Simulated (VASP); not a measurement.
VASP runs on ZrSb (space group Cmcm) share one base input (LDA (Ceperley-Alder, Perdew-Zunger), plane waves, VASP's LDA PAW potentials (set 64)) and change the settings named in each case.

POSCAR:
```
ZrSb
7.1504180
  0.3539297982  -0.9352720358   0.0000000000
  0.3539297982   0.9352720358   0.0000000000
  0.0000000000   0.0000000000   0.6974967058
Sb Zr
2 2
Cartesian
  0.3539297982  -0.1197148206   0.1743741764
  0.3539297982   0.1197148206   0.5231225293
  0.3539297982  -0.6635755094   0.1743741764
  0.3539297982   0.6635755094   0.5231225293
```

### INCAR
```
# general
SYSTEM   =  ZrSb
PREC     =  Accurate
ENCUT    =  300   # plane-wave cut-off (eV)
LREAL    =  .FALSE.   # projection in real space or not
LASPH    =  .TRUE.   # aspherical one-centre terms

# electronic loop
EDIFF    =  1E-6   # SCF stop (eV)
NELM     =  100   # most electronic steps
ALGO     =  Normal   # blocked Davidson
LMAXMIX  =  4   # l cut-off of mixed one-centre charges

# smearing
ISMEAR   =  0   # Gaussian
SIGMA    =  0.1   # width (eV)

# ions
ISIF     =  2

# output
LWAVE    =  .FALSE.
LCHARG   =  .FALSE.
```

**KPOINTS**
```
Regular mesh
0
Gamma
 3 3 3
```

POTCAR, in this order: Sb Zr_sv (LDA.64 set). Program: vasp_std.

```
change                                                                                                                                      E(σ→0) (eV/atom)  pressure (GPa)  −TS (eV)
------------------------------------------------------------------------------------------------------------------------------------------  ----------------  --------------  --------
base run                                                                                                                                             -5.4515          -14.43   -0.0464
GGA = PS, POTCAR Sb Zr_sv (PBE.64 set)                                                                                                               -5.3464          -13.84   -0.0459
GGA_COMPAT = .FALSE., LNONCOLLINEAR = .TRUE., LSORBIT = .TRUE., MAGMOM = 0.0 0.0 0.0 0.0 0.0 0.0 0.0 0.0 0.0 0.0 0.0 0.0, program vasp_ncl           -5.5271          -14.33   -0.0460
KPOINTS 2×2×1 Γ-centred mesh                                                                                                                         -5.1935          -12.65   -0.0641
```
 Energies of different potentials or functionals have different zeros.  Unless said otherwise, spin-orbit coupling is left out, though it shifts the bands of the heavy elements here. At 300 eV the pressure can carry a Pulay error.

Left out are runs that ran out of time, are held back, or changed the cell or the kind of run, fixed moments of cells without a moment, rows past the twelfth, gaps on odd meshes, pressures of charged cells and columns that move by less than the noise.

The structure was generated: ZrSb was put into an ordered model structure, which need not be its known phase. The cell was not relaxed at this level.
